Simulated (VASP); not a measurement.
# ZrAlCl2 (P-6m2) in VASP: reference runs

Reference runs on ZrAlCl2: the cell as given.

Program: VASP 6.6.1. These are calculated values, not measurements. Logs are shortened: lines on timing, memory, paths and dates and some standing lists are left out, and cuts for length are marked.

### Step 1. Starting point

The structure is hexagonal, space group P-6m2 (No. 187). Conventional cell: a = 3.296 Å, b = 3.296 Å, c = 12.418 Å, α = 90.00°, β = 90.00°, γ = 120.00°. Around Zr (site symmetry -6m2) lie 6 Cl at 2.59 Å. Al (site symmetry -6m2) is surrounded by 6 Al at 3.30 Å. Cl (site symmetry 3m) is surrounded by 3 Zr at 2.59 Å.

The cell was built by a generator and needn't be a form met in nature.

### Step 2. Single point, PBE

The input, INCAR:

```
SYSTEM = ZrAlCl2
  PREC = Accurate
  ENCUT = 520
  EDIFF = 1E-7
  ISMEAR = -1
  SIGMA = 0.05
  LREAL = .FALSE.
  LASPH = .TRUE.
  NELM = 100
  ALGO = Normal
  ISIF = 2
  LWAVE = .FALSE.
  LCHARG = .FALSE.
  GGA = PE
  NBANDS = 22
```

The input, KPOINTS:

```
Automatic mesh
0
G
  9 9 3
  0 0 0
```

The input, POSCAR:

```
ZrAlCl2
1.0
    3.2963900000      0.0000000000      0.0000000000
   -1.6482000000      2.8547600000      0.0000000000
    0.0000000000      0.0000000000     12.4178200000
Zr Al Cl
1 1 2
Direct
    0.0000000000      0.0000000000      0.0000000000
    0.0000000000      0.0000000000      0.5000000000
    0.3333300000      0.6666700000      0.8580700000
    0.3333300000      0.6666700000      0.1419300000
```

Potentials or basis: VASP PAW PBE potentials, release 64 (Zr_sv, Al, Cl).

Command:

```bash
cat potpaw_PBE.64/Zr_sv/POTCAR potpaw_PBE.64/Al/POTCAR potpaw_PBE.64/Cl/POTCAR > POTCAR
mpirun -np 1 vasp_std > vasp.out
```

OUTCAR:

```text
SYSTEM = ZrAlCl2
   PREC = Accurate
   ENCUT = 520
   EDIFF = 1E-7
   ISMEAR = -1
   LREAL = .FALSE.
   LASPH = .TRUE.
   NELM = 100
   ISIF = 2
   GGA = PE

 ion  position               nearest neighbor table
   1  0.000  0.000  0.000-   3 2.59   4 2.59   3 2.59   4 2.59   3 2.59   4 2.59
   2  0.000  0.000  0.500-
   3  0.333  0.667  0.858-   1 2.59   1 2.59   1 2.59
   4  0.333  0.667  0.142-   1 2.59   1 2.59   1 2.59

  LATTYP: Found a hexagonal cell.
 ALAT       =     3.2963900000
 C/A-ratio  =     3.7670967331

  Lattice vectors:

 A1 = (   3.2963900000,   0.0000000000,   0.0000000000)
 A2 = (  -1.6482000000,   2.8547600000,   0.0000000000)
 A3 = (   0.0000000000,   0.0000000000,  12.4178200000)

Analysis of symmetry for initial positions (statically):
=====================================================================
 Subroutine PRICEL returns:
 Original cell was already a primitive cell.

 Routine SETGRP: Setting up the symmetry group for a
 hexagonal supercell.

 Subroutine GETGRP returns: Found  4 space group operations
 (whereof  4 operations were pure point group operations)
 out of a pool of 24 trial point group operations.

The static configuration has the point symmetry C_2v.

Analysis of symmetry for dynamics (positions and initial velocities):
=====================================================================
 Subroutine PRICEL returns:
 Original cell was already a primitive cell.

 Routine SETGRP: Setting up the symmetry group for a
 hexagonal supercell.

 Subroutine GETGRP returns: Found  4 space group operations
 (whereof  4 operations were pure point group operations)
 out of a pool of 24 trial point group operations.

The dynamic configuration has the point symmetry C_2v.

 Subroutine INISYM returns: Found  4 space group operations
 (whereof  4 operations are pure point group operations),
 and found     1 'primitive' translations

----------------------------------------------------------------------------------------

                                     Primitive cell

  volume of cell :     116.8567

  direct lattice vectors                    reciprocal lattice vectors
     3.296390000  0.000000000  0.000000000     0.303362163  0.175146603  0.000000000
    -1.648200000  2.854760000  0.000000000     0.000000000  0.350292144  0.000000000
     0.000000000  0.000000000 12.417820000     0.000000000  0.000000000  0.080529433

  length of vectors
     3.296390000  3.296394682 12.417820000     0.350292641  0.350292144  0.080529433

  position of ions in fractional coordinates (direct lattice)
     0.000000000  0.000000000  0.000000000
     0.000000000  0.000000000  0.500000000
     0.333330000  0.666670000  0.858070000
     0.333330000  0.666670000  0.141930000

  ion indices of the primitive-cell ions
   primitive index   ion index
                 1           1
                 2           2
                 3           3
                 4           4

----------------------------------------------------------------------------------------

 KPOINTS: Automatic mesh

Automatic generation of k-mesh.
 Grid dimensions read from file:
 generate k-points for:    9    9    3

 Generating k-lattice:

  Cartesian coordinates                     Fractional coordinates (reciprocal lattice)
     0.033706907  0.019460734  0.000000000     0.111111111  0.000000000  0.000000000
     0.000000000  0.038921349  0.000000000     0.000000000  0.111111111  0.000000000
     0.000000000  0.000000000  0.026843144     0.000000000  0.000000000  0.333333333

  Length of vectors
     0.038921405  0.038921349  0.026843144

  Shift w.r.t. Gamma in fractional coordinates (k-lattice)
     0.000000000  0.000000000  0.000000000

 Subroutine IBZKPT returns following result:
 ===========================================

 Found     50 irreducible k-points:

 Following reciprocal coordinates:
            Coordinates               Weight
  0.000000  0.000000  0.000000      1.000000
  0.111111 -0.000000  0.000000      4.000000
 -0.111111  0.111111  0.000000      2.000000
  0.222222  0.000000  0.000000      4.000000
 -0.222222  0.222222  0.000000      2.000000
  0.333333  0.000000  0.000000      4.000000
[... 16 lines left out ...]
 -0.222222 -0.444444  0.000000      4.000000
  0.444444  0.333333  0.000000      4.000000
 [... further k-points ...]
   k-points           NKPTS =     50   k-points in BZ     NKDIM =     50   number of bands    NBANDS=     22
   number of dos      NEDOS =    301   number of ions     NIONS =      4
   total plane-waves  NPLWV =  75264
   dimension x,y,z NGX =    28 NGY =   28 NGZ =   96
   dimension x,y,z NGXF=    56 NGYF=   56 NGZF=  192
   ions per type =               1   1   2
   NGX,Y,Z   is equivalent  to a cutoff of  14.12, 14.12, 12.85 a.u.
   NGXF,Y,Z  is equivalent  to a cutoff of  28.24, 28.24, 25.70 a.u.
 SYSTEM =  ZrAlCl2
   PREC   = accura    normal or accurate (medium, high low for compatibility)
   ISTART =      0    job   : 0-new  1-cont  2-samecut
   ICHARG =      2    charge: 1-file 2-atom 10-const
   ISPIN  =      1    spin polarized calculation?
   LNONCOLLINEAR =      F non collinear calculations
   LSORBIT =      F    spin-orbit coupling
   LASPH  =      T    aspherical Exc in radial PAW
   ENCUT  =  520.0 eV  38.22 Ry    6.18 a.u.   6.13  6.13 23.09*2*pi/ulx,y,z
   NELM   =    100;   NELMIN=  2; NELMDL= -5     # of ELM steps
   EDIFF  = 0.1E-06   stopping-criterion for ELM
   LREAL  =      F    real-space projection
   EDIFFG = 0.1E-05   stopping-criterion for IOM
   NSW    =      0    number of steps for IOM
   IBRION =     -1    ionic relax: 0-MD 1-quasi-New 2-CG
   NFREE  =      0    steps in history (QN), initial steepest desc. (CG)
   ISIF   =      2    stress and relaxation
   ISYM   =      2    0-nonsym 1-usesym 2-fastsym
   POTIM  = 0.5000    time-step for ionic-motion
   TEBEG  =    0.0;   TEEND  =   0.0 temperature during run
   PSTRESS=    0.0 pullay stress
   NELECT =      29.0000    total number of electrons
   NUPDOWN=      -1.0000    fix difference up-down
   EMIN   =  10.00;   EMAX   =-10.00  energy-range for DOS
   EFERMI =   0.00;   METHOD = LEGACY
   ISMEAR =    -1;   SIGMA  =   0.05  broadening in eV -4-tet -1-fermi 0-gaus
   EFERMI_NEDOS =   21; number of points for ismear=-14 and -15
   IALGO  =     38    algorithm
   IMIX   =      4    mixing-type and parameters
     AMIX     =   0.40;   BMIX     =  1.00
     AMIX_MAG =   1.60;   BMIX_MAG =  1.00
  volume/ion in A,a.u.               =      29.21       197.15
  Fermi-wavevector in a.u.,A,eV,Ry     =   1.028781  1.944114 14.400278  1.058391
  Thomas-Fermi vector in A             =   2.162795
   LORBIT       =      0    0 simple, 1 ext, 2 COOP (PROOUT), +10 PAW based schemes
   GGA     = PE    functional components
   LHFCALC =     F    Hartree Fock is set to
   AEXX    =    0.0000 exact exchange contribution
   IVDW    =     0    specifies the selected vdW correction
   LEPSILON=     F    determine dielectric tensor
   LRPA    =     F    only Hartree local field effects (RPA)
 non-spin polarized calculation
  energy-cutoff  :      520.00
  volume of cell :      116.86
 maximum number of plane-waves:      3174
 NGX is ok and might be reduce to    28
   NGX = 13   NGY = 13   NGZ = 47

 number of electron      29.0000000 magnetization

 Free energy of the ion-electron system (eV)
  ---------------------------------------------------
  ext. energy  EPLUGINS =         0.00000000
  ---------------------------------------------------
  free energy    TOTEN  =       -19.53010695 eV

  energy without entropy =      -19.51987566  energy(sigma->0) =      -19.52499130

 E-fermi :   3.7525     XC(G=0):  -8.0565

 val. band max:        3.7330711039   @ k =   0.3333   0.3333   0.0000
 cond. band min:       3.7955313413   @ k =  -0.2222   0.2222   0.3333
 fundamental gap:      0.0624602375
 Fermi energy:         3.7525447366

 k-point     1 :       0.0000    0.0000    0.0000
  band No.  band energies     occupation
      1     -45.8136      2.00000
      2     -24.1365      2.00000
      3     -23.5439      2.00000
      4     -23.5439      2.00000
      5     -14.1661      2.00000
      6     -13.5658      2.00000
[... 14 lines left out ...]
     21       8.0332      0.00000
     22       9.2233      0.00000

 k-point     2 :       0.1111   -0.0000    0.0000
  band No.  band energies     occupation
      1     -45.8053      2.00000
      2     -24.1154      2.00000
      3     -23.6264      2.00000
      4     -23.5610      2.00000
      5     -14.0560      2.00000
      6     -13.5339      2.00000
[... 14 lines left out ...]
     21       8.4148      0.00000
     22       9.8748      0.00000

 k-point     3 :      -0.1111    0.1111    0.0000
  band No.  band energies     occupation
      1     -45.8053      2.00000
      2     -24.1154      2.00000
      3     -23.6264      2.00000
      4     -23.5610      2.00000
      5     -14.0560      2.00000
      6     -13.5339      2.00000
[... 14 lines left out ...]
     21       8.4148      0.00000
     22       9.8748      0.00000

 k-point     4 :       0.2222    0.0000    0.0000
  band No.  band energies     occupation
      1     -45.7842      2.00000
      2     -24.0615      2.00000
      3     -23.8295      2.00000
      4     -23.6042      2.00000
      5     -13.7706      2.00000
      6     -13.4501      2.00000
[... 14 lines left out ...]
     21       8.0342      0.00000
     22       9.3101      0.00000

 k-point     5 :      -0.2222    0.2222    0.0000
  band No.  band energies     occupation
      1     -45.7842      2.00000
      2     -24.0615      2.00000
      3     -23.8295      2.00000
      4     -23.6042      2.00000
      5     -13.7706      2.00000
      6     -13.4501      2.00000
[... 417 lines left out ...]
 k-point    22 :       0.3333    0.2222    0.0000
  band No.  band energies     occupation
      1     -45.7374      2.00000
      2     -24.1124      2.00000
      3     -23.9406      2.00000
      4     -23.8480      2.00000
      5     -13.2404      2.00000
      6     -13.0913      2.00000
[... 14 lines left out ...]
     21       7.3430      0.00000
     22       9.4423      0.00000

 k-point    23 :      -0.2222   -0.4444    0.0000
  band No.  band energies     occupation
      1     -45.7374      2.00000
      2     -24.1124      2.00000
      3     -23.9406      2.00000
      4     -23.8480      2.00000
      5     -13.2404      2.00000
      6     -13.0913      2.00000
[... 14 lines left out ...]
     21       7.3430      0.00000
     22       9.4423      0.00000

 k-point    24 :       0.4444    0.3333    0.0000
  band No.  band energies     occupation
      1     -45.7374      2.00000
      2     -24.1124      2.00000
      3     -23.9406      2.00000
      4     -23.8480      2.00000
      5     -13.2404      2.00000
      6     -13.0913      2.00000
[... 14 lines left out ...]
     21       7.3430      0.00000
     22       9.4423      0.00000

 [... further k-points ...]

------------------------ aborting loop because EDIFF is reached ----------------------------------------

  FORCE on cell =-STRESS in cart. coord.  units (eV):
  Direction    XX          YY          ZZ          XY          YZ          ZX
  --------------------------------------------------------------------------------------
  -------------------------------------------------------------------------------------
  Total       -0.0042738     -0.0043108      0.0006299     -0.0000320      0.0000000      0.0000000
  in kB       -0.0585967     -0.0591040      0.0086367     -0.0004392      0.0000000      0.0000000
  external PRESSURE =      -0.0363547 kB  Pullay stress =       0.0000000 kB

 VOLUME and BASIS-vectors are now :
 -----------------------------------------------------------------------------
  energy-cutoff  :      520.00
  volume of cell :      116.86
      direct lattice vectors                 reciprocal lattice vectors
     3.296390000  0.000000000  0.000000000     0.303362163  0.175146603  0.000000000
    -1.648200000  2.854760000  0.000000000     0.000000000  0.350292144  0.000000000
     0.000000000  0.000000000 12.417820000     0.000000000  0.000000000  0.080529433

 POSITION                                       TOTAL-FORCE (eV/Angst)
 -----------------------------------------------------------------------------------
      0.00000      0.00000      0.00000        -0.000155      0.000090      0.000000
      0.00000      0.00000      6.20891        -0.000000      0.000000      0.000000
     -0.00002      1.90318     10.65536         0.000078     -0.000045     -0.011860
     -0.00002      1.90318      1.76246         0.000078     -0.000045      0.011860
 -----------------------------------------------------------------------------------
    total drift:                                0.000006      0.000008      0.000000

  FREE ENERGIE OF THE ION-ELECTRON SYSTEM (eV)
  ---------------------------------------------------
  free  energy   TOTEN  =       -19.5301069500 eV

  energy  without entropy=      -19.5198756561  energy(sigma->0) =      -19.52499130
```

Run time: 78 s. Hardware: 1 thread of Intel Xeon 6975P-C (Granite Rapids), shared host; peak memory 0.33 GiB.

Results:

- Free energy: -19.5301 eV
- Pressure: 0.0 GPa
- Largest force: 0.012 eV/Å
- Band gap on the k mesh: none (metal or under the smearing width)

Forces in eV/Å, atoms in the order of the input:
```
Zr   0.000  0.000  0.000
Al   0.000  0.000  0.000
Cl   0.000  0.000 -0.012
Cl   0.000  0.000  0.012
```

Caveat: this functional lacks dispersion, which binds the layers, so the pressure and a relaxed spacing across them are unreliable; an odd number of electrons without spin polarisation forces a metal; a magnetic or distorted state may lie lower.
